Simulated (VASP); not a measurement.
Here is the system:

```
CELL_PARAMETERS angstrom
      0.00000     3.30866     3.30866
      3.30866     0.00000     3.30866
      3.30866     3.30866     0.00000
ATOMIC_POSITIONS crystal
  Sr 0.00000 0.00000 0.00000
  Te 0.50000 0.50000 0.50000
```

The numbers are results of PBEsol GGA, VASP's PBE PAW potentials (set 64) (plane waves; VASP 6.6.1), not measurements. Numerical set-up: 400 eV cut-off, 6×6×6 Γ-centred mesh, Gaussian smearing of 0.050 eV, potentials Sr_sv Te.

Unless said otherwise, spin-orbit coupling is left out, though it shifts the bands of the heavy elements here.

### Question
Predict the energy per atom (σ→0), band gap (on the k-mesh) with the smallest direct gap where there is one.

### Answer

| Item | Value |
|---|---|
| band gap (on the k-mesh) | 1.55 eV |
| smallest direct gap (on the k-mesh) | 2.32 eV |
| energy per atom (σ→0) | -4.416 eV/atom |

The absolute energy has meaning only against runs of the same code, potentials and settings.

The structure was generated: SrTe was put into the rock salt type (Fm-3m), which need not be its known phase. It was relaxed first, which changed the volume by -22 %. The start is the result of an earlier pass.
